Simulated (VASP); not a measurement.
OSZICAR of a VASP run on CuI (zinc blende):

File OSZICAR:
```
       N       E                     dE             d eps       ncg     rms          rms(c)
DAV:   1     0.111414436782E+03    0.11141E+03   -0.79151E+03   754   0.149E+03
DAV:   2     0.728137099484E+01   -0.10413E+03   -0.97988E+02   759   0.267E+02
DAV:   3    -0.547659730903E+00   -0.78290E+01   -0.77146E+01  1022   0.853E+01
DAV:   4    -0.798770016659E+00   -0.25111E+00   -0.25101E+00   933   0.135E+01
DAV:   5    -0.806182916003E+00   -0.74129E-02   -0.74128E-02  1112   0.238E+00    0.465E+00
DAV:   6    -0.733904111145E+00    0.72279E-01   -0.24132E+00   798   0.457E+01    0.297E+00
DAV:   7    -0.642272590550E+00    0.91632E-01   -0.55949E-01   834   0.263E+01    0.154E+00
DAV:   8    -0.641940658616E+00    0.33193E-03   -0.25114E-02  1121   0.207E+00    0.376E-01
DAV:   9    -0.640265614109E+00    0.16750E-02   -0.83345E-03   872   0.297E+00    0.894E-02
DAV:  10    -0.640363426015E+00   -0.97812E-04   -0.47906E-04   869   0.189E-01    0.184E-02
DAV:  11    -0.640362689179E+00    0.73684E-06   -0.25537E-05  1032   0.131E-01    0.997E-03
DAV:  12    -0.640362675250E+00    0.13929E-07   -0.16941E-06  1192   0.255E-02    0.541E-03
DAV:  13    -0.640363031453E+00   -0.35620E-06   -0.20653E-06  1010   0.480E-02    0.236E-03
DAV:  14    -0.640362913406E+00    0.11805E-06   -0.35123E-07   769   0.169E-02    0.966E-04
DAV:  15    -0.640362878333E+00    0.35074E-07   -0.20649E-08   422   0.139E-03
   1 F= -.64036288E+00 E0= -.64036288E+00  d E =-.381473E-15
```

Q: Which electronic solver shows in the log?

A: It is blocked Davidson (ALGO = Normal, or the opening steps of other solvers). The INCAR had ALGO = Normal.

Q: Can the final energy be trusted as converged?

A: The calculation finished and met its thresholds. It stopped with EDIFF = 1E-7, NELM = 100 (optB88-vdW, plane waves, VASP's PBE PAW potentials (set 64)).

The compound is CuI in the zinc blende structure. It was relaxed first.
